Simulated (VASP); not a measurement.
## Fe: formation energy of Ti on the Fe site

Wanted: what Ti on the Fe site costs in Fe and how the lattice relaxes round it.

Program: VASP 6.6.1. Level of theory: PBEsol, spin-polarised from a ferromagnetic start (one magnetic atom a cell); plane waves and PAW (Fe), in the first sound run; inputs show where later runs differ. Results are calculated unless marked as measured.

### 1. The host crystal

The structure is cubic, space group Im-3m (No. 229). Conventional cell: a = 2.782 Å, b = 2.782 Å, c = 2.782 Å, α = 90.00°, β = 90.00°, γ = 90.00°. Nearest to Fe lie 8 Fe at 2.41 Å.

Coordinates:

```cif
data_structure
_symmetry_space_group_name_H-M 'Im-3m'
_symmetry_Int_Tables_number 229
_cell_length_a 2.7824
_cell_length_b 2.7824
_cell_length_c 2.7824
_cell_angle_alpha 90.000
_cell_angle_beta 90.000
_cell_angle_gamma 90.000
_cell_volume 21.54
loop_
_atom_site_label
_atom_site_type_symbol
_atom_site_symmetry_multiplicity
_atom_site_Wyckoff_symbol
_atom_site_fract_x
_atom_site_fract_y
_atom_site_fract_z
_atom_site_occupancy
Fe1 Fe 2 a 0.00000 0.00000 0.00000 1
```

### 2. Relax the host again, on a new basis

The volume changed by more than 5 %, so the plane waves of the start no longer fit; a second relaxation removes that error.

File INCAR:

```
SYSTEM = Fe
PREC = Accurate
ENCUT = 350
EDIFF = 1E-06
NELM = 120
ISMEAR = 1
SIGMA = 0.15
LREAL = .FALSE.
ALGO = Normal
GGA = PS
NBANDS = 12
ISPIN = 2
MAGMOM = 3
LASPH = .TRUE.
LMAXMIX = 4
LORBIT = 11
LWAVE = .FALSE.
LCHARG = .FALSE.
KPAR = 8
IBRION = 2
NSW = 30
ISIF = 3
EDIFFG = -0.02
POTIM = 0.4
```

File POSCAR:

```
Fe
1.0
   -1.3911892646      1.3911892646      1.3911892646
    1.3911892646     -1.3911892646      1.3911892646
    1.3911892646      1.3911892646     -1.3911892646
Fe
1
Direct
    0.0000000000      0.0000000000      0.0000000000
```

File KPOINTS:

```
Automatic mesh
0
Gamma
16 16 16
0 0 0
```

PAW data sets: Fe (PBE family, release 64).

Command:

```
mpirun -np 8 vasp_std
```

Log:

```text
[banner, memory and clock lines left out]
running    8 mpi-ranks, on    1 nodes
 distrk:  each k-point on    1 cores,    8 groups
 distr:  one band on    1 cores,    1 groups

 POSCAR found type information on POSCAR Fe
 POSCAR found :  1 types and       1 ions
|                                                                             |
|           W    W    AA    RRRRR   N    N  II  N    N   GGGG   !!!           |
|           W    W   A  A   R    R  NN   N  II  NN   N  G    G  !!!           |
|           W    W  A    A  R    R  N N  N  II  N N  N  G       !!!           |
|           W WW W  AAAAAA  RRRRR   N  N N  II  N  N N  G  GGG   !            |
|           WW  WW  A    A  R   R   N   NN  II  N   NN  G    G                |
|           W    W  A    A  R    R  N    N  II  N    N   GGGG   !!!           |
|                                                                             |
|     For optimal performance we recommend to set                             |
|       NCORE = 2 up to number-of-cores-per-socket                            |
|     NCORE specifies how many cores store one orbital (NPAR=cpu/NCORE).      |
|     This setting can greatly improve the performance of VASP for DFT.       |
|     The default, NCORE=1 might be grossly inefficient on modern             |
|     multi-core architectures or massively parallel machines. Do your        |
|     Unfortunately you need to use the default for GW and RPA                |
|     calculations (for HF NCORE is supported but not extensively tested      |
|     yet).                                                                   |
|                                                                             |

|                                                                             |
|               ----> ADVICE to this user running VASP <----                  |
|                                                                             |
|     You enforced a specific xc type in the INCAR file but a different       |
|     [... a line on the potential file left out ...]
|     I HOPE YOU KNOW WHAT YOU ARE DOING!                                     |
|                                                                             |

 LDA part: xc-table for (Slater+PW92), standard interpolation
 POSCAR, INCAR and KPOINTS ok, starting setup
 FFT: planning ... GRIDC
 FFT: planning ... GRID_SOFT
 FFT: planning ... GRID
 WAVECAR not read
 entering main loop
       N       E                     dE             d eps       ncg     rms          rms(c)
DAV:   1     0.139087567234E+02    0.13909E+02   -0.30877E+03  7688   0.607E+02
DAV:   2    -0.946578118616E+01   -0.23375E+02   -0.21548E+02  7304   0.112E+02
DAV:   3    -0.994671833501E+01   -0.48094E+00   -0.47871E+00  8060   0.183E+01
DAV:   4    -0.994831850640E+01   -0.16002E-02   -0.16000E-02  7736   0.946E-01
DAV:   5    -0.994832786247E+01   -0.93561E-05   -0.93556E-05  8020   0.748E-02    0.129E+01
DAV:   6    -0.898753909767E+01    0.96079E+00   -0.10258E+01  7840   0.424E+01    0.483E+00
DAV:   7    -0.894074010375E+01    0.46799E-01   -0.45177E-01  8100   0.878E+00    0.308E+00
DAV:   8    -0.893073192924E+01    0.10008E-01   -0.53289E-03  8332   0.463E-01    0.134E+00
DAV:   9    -0.892245364750E+01    0.82783E-02   -0.55995E-03  9236   0.399E-01    0.249E-01
DAV:  10    -0.892236929484E+01    0.84353E-04   -0.44785E-04  7920   0.266E-01    0.722E-02
DAV:  11    -0.892237694267E+01   -0.76478E-05   -0.74090E-05  7880   0.877E-02    0.291E-02
DAV:  12    -0.892237672976E+01    0.21291E-06   -0.22691E-06  7480   0.181E-02
   1 F= -.89223767E+01 E0= -.89222083E+01  d E =-.892238E+01  mag=     2.0850
 curvature:   0.00 expect dE= 0.000E+00 dE for cont linesearch  0.000E+00
 trial: gam= 0.00000 g(F)=  0.117E-63 g(S)=  0.617E-05 ort = 0.000E+00 (trialstep = 0.100E+01)
 search vector abs. value=  0.617E-05
 reached required accuracy - stopping structural energy minimisation
```

It took 4.6 s on 8 MPI ranks of Intel Xeon Platinum 8488C (Sapphire Rapids), shared host; peak memory 0.99 GiB.

The logs omit lines about the potential files and the build; timing stands in the text.

OUTCAR, selected parts (step 2):

```text
ion  position               nearest neighbor table
   1  0.000  0.000  0.000-

  LATTYP: Found a body centered cubic cell.
 ALAT       =     2.7823785292

 Subroutine GETGRP returns: Found 48 space group operations
 (whereof 48 operations were pure point group operations)

The static configuration has the point symmetry O_h .

 Found    145 irreducible k-points:

   k-points           NKPTS =    145   k-points in BZ     NKDIM =    145   number of bands    NBANDS=     12

   dimension x,y,z NGX =    16 NGY =   16 NGZ =   16
   dimension x,y,z NGXF=    32 NGYF=   32 NGZF=   32

   ENCUT  =  350.0 eV  25.72 Ry    5.07 a.u.   3.68  3.68  3.68*2*pi/ulx,y,z

   NELECT =       8.0000    total number of electrons

 k-points in reciprocal lattice and weights: Automatic mesh
   0.00000000  0.00000000  0.00000000       0.000
   0.06250000  0.00000000  0.00000000       0.003
   0.12500000  0.00000000  0.00000000       0.003
   0.18750000  0.00000000  0.00000000       0.003
   0.25000000  0.00000000  0.00000000       0.003
   0.31250000  0.00000000  0.00000000       0.003
   0.37500000  0.00000000  0.00000000       0.003
   0.43750000  0.00000000  0.00000000       0.003
   0.50000000  0.00000000  0.00000000       0.001
[...]
0.50000000  0.50000000  0.43750000       0.003
   0.50000000  0.50000000  0.50000000       0.000

 average (electrostatic) potential at core
       1 -42.6975

 E-fermi :   6.2731

 spin component 1
 k-point     1 :       0.0000    0.0000    0.0000
  band No.  band energies     occupation
    ...
      2       3.8363      1.00000
      3       3.8363      1.00000
      4       3.8363      1.00000
      5       5.2013      1.00000
      6       5.2013      1.00000
      7      31.6781      0.00000
      8      31.6781      0.00000
      9      31.6781      0.00000
     10      37.1402      0.00000
     11      37.1402      0.00000
    ...

 k-point     2 :       0.0625    0.0000    0.0000
  band No.  band energies     occupation
    ...
      2       3.7877      1.00000
      3       3.8323      1.00000
      4       3.9314      1.00000
      5       5.1524      1.00000
      6       5.2057      1.00000
      7      30.6529      0.00000
      8      31.4532      0.00000
      9      31.5890      0.00000
     10      36.5549      0.00000
     11      37.5781      0.00000
    ...

 k-point     3 :       0.1250    0.0000    0.0000
  band No.  band energies     occupation
    ...
      2       3.6505      1.00000
      3       3.8017      1.00000
      4       4.2071      1.00000
      5       5.0474      1.00000
      6       5.2187      1.00000
      7      28.3497      0.00000
      8      30.6404      0.00000
      9      31.3708      0.00000
     10      35.4452      0.00000
     11      36.2195      0.00000
    ...

 k-point     4 :       0.1875    0.0000    0.0000
  band No.  band energies     occupation
    ...
      2       3.4495      1.00000
      3       3.7207      1.00000
      4       4.6365      1.00000
      5       4.9831      1.00000
      6       5.2430      1.00000
      7      25.5396      0.00000
      8      29.3421      0.00000
      9      31.1136      0.00000
     10      33.3115      0.00000
     11      35.2983      0.00000
    ...

 k-point     5 :       0.2500    0.0000    0.0000
  band No.  band energies     occupation
    ...
      2       3.2191      1.00000
      3       3.6744      1.00000
      4       5.0167      1.00000
      5       5.1726      1.00000
      6       5.2794      1.00000
      7      22.5833      0.00000
      8      27.9498      0.00000
      9      30.8794      0.00000
     10      31.3647      0.00000
     11      34.7485      0.00000
    ...

 k-point     6 :       0.3125    0.0000    0.0000
  band No.  band energies     occupation
    ...
      2       2.9951      1.00000
      3       3.9458      1.00000
      4       5.1247      1.00000
      5       5.3243      1.00000
      6       5.7469      1.00000
      7      19.6902      0.00000
      8      26.7147      0.00000
      9      29.6835      0.00000
     10      30.6923      0.00000
     11      34.5120      0.00000
    ...

  Total        0.0073018      0.0073018      0.0073018     -0.0000000     -0.0000000     -0.0000000
  in kB        1.0862278      1.0862278      1.0862278     -0.0000000     -0.0000000     -0.0000000
  external PRESSURE =       1.0862278 kB  Pullay stress =       0.0000000 kB

  energy-cutoff  :      350.00
  volume of cell :       10.77
      direct lattice vectors                 reciprocal lattice vectors
    -1.391189265  1.391189265  1.391189265     0.000000000  0.359404729  0.359404729
     1.391189265 -1.391189265  1.391189265     0.359404729  0.000000000  0.359404729
     1.391189265  1.391189265 -1.391189265     0.359404729  0.359404729  0.000000000

 POSITION                                       TOTAL-FORCE (eV/Angst)
 -----------------------------------------------------------------------------------
      0.00000      0.00000      0.00000         0.000000      0.000000      0.000000
 -----------------------------------------------------------------------------------
    total drift:                                0.000000      0.000000     -0.000000

  FREE ENERGIE OF THE ION-ELECTRON SYSTEM (eV)
  ---------------------------------------------------
  free  energy   TOTEN  =        -8.9223767298 eV

  energy  without entropy=       -8.9218714448  energy(sigma->0) =       -8.92220830

 reached required accuracy - stopping structural energy minimisation

 total charge
# of ion       s       p       d       tot
------------------------------------------
    1        0.514   0.595   6.276   7.385

 magnetization (x)
# of ion       s       p       d       tot
------------------------------------------
    1       -0.012  -0.047   2.122   2.063

[... 6 further parts left out ...]
```

The cell holds one magnetic atom, so no antiferromagnetic order fits into it. The PAW data sets were made with PBE, which is usual practice but a small mismatch for other functionals. The run keeps the 48 symmetry operations of its start, so it cannot find a distortion of lower symmetry.

Little changed from the start: no atom moved by 0.005 Å and no cell edge by 0.1 %.

Numbers from this step:

| Property | Result |
| --- | --- |
| electronic cycles | 12 |
| electrons | 8 |
| free energy (TOTEN) | -8.922 eV |
| energy at zero smearing | -8.922 eV |
| Fermi energy | 6.273 eV |
| moment of the cell, from the last line of the log | 2.085 μB |
| labelled metallic, from the levels on this mesh | yes |

Spin moment in the PAW sphere by atom:

```csv
atom,spin moment in the PAW sphere (μB)
Fe1,2.06
```

The start already met the threshold, so nothing moved.

[end of part 1 of 4]

[Lines on the potential files, build, host, timing and source positions are cut from VASP's logs without a mark.]

[Logs are printed without paths, hosts, clocks, repeated set-up lines and the standing remarks that a program may print on its own settings, such as how far it seeks lower states.]

[Hosts, paths, dates, database ids (printed as entryN), source tags and the programs' standing remarks are cut or masked in the printed files.]

[In band tables of VASP the shares of atoms and orbitals are scaled to a sum of 1 inside the atoms' spheres.]

[Runs that stopped without an error message from VASP are left out.]
